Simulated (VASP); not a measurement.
## Pb: work function with PBE

The system is Pb, a slab with vacuum.

```
Pb
1.0
     3.49282    0.00000    0.00000
    -1.74641    3.02487    0.00000
     0.00000    0.00000   23.55564
Pb
4
Direct
  0.66667 0.33333 0.31840
  0.33333 0.66667 0.43947
  0.00000 0.00000 0.56053
  0.66667 0.33333 0.68160
```

The cell isn't the ideal one: the (1 1 1) slab of Pb, cut from the database cell, not relaxed.

```yaml
Program: VASP 6.6.1
Task: work function
Functional: PBE
Potentials_or_basis: VASP PAW PBE potentials, release 64 (Pb_d)
Cutoff: 520 eV
k_mesh: 9 × 9 × 1
Occupations: gaussian, width 0.05 eV
Spin: no spin polarisation
Dipole_correction: yes
Further_INCAR_settings: ALGO = Fast; EDIFF = 1e-06
```

```yaml
Largest_force: 0.328 eV/Å
Band_gap_on_the_k_mesh: none (metal or under the smearing width)
Work_function_of_the_upper_face: 3.72 eV
Work_function_of_the_lower_face: 3.72 eV
```

Forces on the atoms (eV/Å):
```
Pb   0.000  0.000  0.086
Pb   0.000  0.000 -0.328
Pb   0.000  0.000  0.328
Pb   0.000  0.000 -0.086
```

Levels at points of the mesh, in eV from the Fermi level:
```tsv
k point	band 26	band 27	band 28	band 29	band 30	band 31
(0.00, 0.00, 0.00)	-1.56	0.88	2.95	3.44	4.75	4.88
```

Run time: 81 s on 1 thread of Intel(R) Xeon(R) 6975P-C (Granite Rapids) (shared host), peak memory 0.38 GiB.

Spin-orbit coupling is left out, which matters for the levels of Pb.
